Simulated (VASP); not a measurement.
Write the native input for VASP 6.6.1 that does the following.

| Quantity | Value |
| --- | --- |
| Task | single point |
| Functional | LDA |
| Potentials or basis | VASP PAW LDA potentials, release 64 (Mg, Au) |
| Cutoff | 520 eV |
| k mesh | 2 × 2 × 2 |
| Occupations | fermi-dirac, width 0.05 eV |
| Spin | no spin polarisation |
| Dipole correction | no |
| Further INCAR settings | LREAL = Auto; ALGO = Fast; EDIFF = 1e-06; NBANDS = 72 |

The structure of Mg16Au7 (a cell with a defect) lies in POSCAR:

```
Mg16Au7
1.0
    6.1351573700      0.0000000000      0.0000000000
    0.0000000000      9.0712827400      0.0000000000
    0.0000000000      0.0000000000      8.2845697200
Mg Au
16 7
Direct
    0.8295423724      0.1345234224      0.0448314170
    0.7478786155      0.3757066225      0.5464700223
    0.3517402847      0.1467053820      0.4597900831
    0.1424664352      0.3757077249      0.8903063465
    0.4419826317      0.1048161575      0.8339205576
    0.0363804849      0.3757059611      0.2632054619
    0.9354221341      0.0939028167      0.6854425989
    0.5282042178      0.3757046382      0.1799423567
    0.8295368306      0.6168854131      0.0448332276
    0.6440532429      0.8757060305      0.5364673303
    0.3517407737      0.6047100677      0.4597874276
    0.1371883310      0.8757059203      0.9684199990
    0.4419803497      0.6465959852      0.8339164535
    0.0607114011      0.8757072431      0.3363670165
    0.9354260460      0.6575105386      0.6854438060
    0.5534335625      0.8757053691      0.1817726268
    0.2535848563      0.1231979018      0.1423867551
    0.6338790948      0.3757067327      0.8488439639
    0.7783894873      0.1265370106      0.3695121296
    0.2535814334      0.6282114849      0.1423837375
    0.2434488490      0.8757083455      0.6462099036
    0.7783933992      0.6248757935      0.3695143023
    0.7289847237      0.8757042667      0.8658475023
```

These files were run (other wordings do the same):

INCAR

```
ALGO = Fast
EDIFF = 1E-6
ENCUT = 520
GGA = CA
ISIF = 2
ISMEAR = -1
LASPH = True
LCHARG = False
LREAL = Auto
LWAVE = False
NBANDS = 72
NELM = 100
PREC = Accurate
SIGMA = 0.05
```

KPOINTS

```
k-points
0
Gamma
  2 2 2
```

Potentials or basis: VASP PAW LDA potentials, release 64 (Mg, Au).

The run is started by

```console
$ cat potpaw_LDA.64/Mg/POTCAR potpaw_LDA.64/Au/POTCAR > POTCAR
$ mpirun -np 1 vasp_std > vasp.out
```

It gave:

| Property | Result |
| --- | --- |
| Pressure | -3.7 GPa |
| Largest force | 0.751 eV/Å |
| Band gap on the k mesh | none (metal or under the smearing width) |

Caveat: the k mesh is coarse (spacing up to 0.51 Å⁻¹), so the values aren't converged.

It took 2.9 min on 1 thread of Intel(R) Xeon(R) 6975P-C (Granite Rapids), with other jobs on the host, peak memory 0.45 GiB.
